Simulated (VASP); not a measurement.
Data:

```xyz
2
Lattice="0.0000 3.0658 3.0658 3.0658 0.0000 3.0658 3.0658 3.0658 0.0000" Properties=species:S:1:pos:R:3 pbc="T T T"
Ga     0.0000     0.0000     0.0000
Sb     1.5329     1.5329     1.5329
```

Computed with AM05 GGA, VASP's PBE PAW potentials (set 64) (plane waves; VASP). Run with 520 eV cut-off, 12×12×12 Γ-centred mesh, tetrahedra with Blöchl corrections, potentials Ga_d Sb.

Unless said otherwise, spin-orbit coupling is left out, though it shifts the bands of the heavy elements here.

**Question.** Predict the energy per atom (σ→0), band gap (on the k-mesh) with the smallest direct gap where there is one.

**Answer.** 
```json
{
  "band gap (on the k-mesh)": "none (metal, semimetal or under 0.01 eV)",
  "energy per atom (σ→0)": "-3.823 eV/atom"
}
```

The compound is GaSb in the zinc blende structure. It was relaxed first.
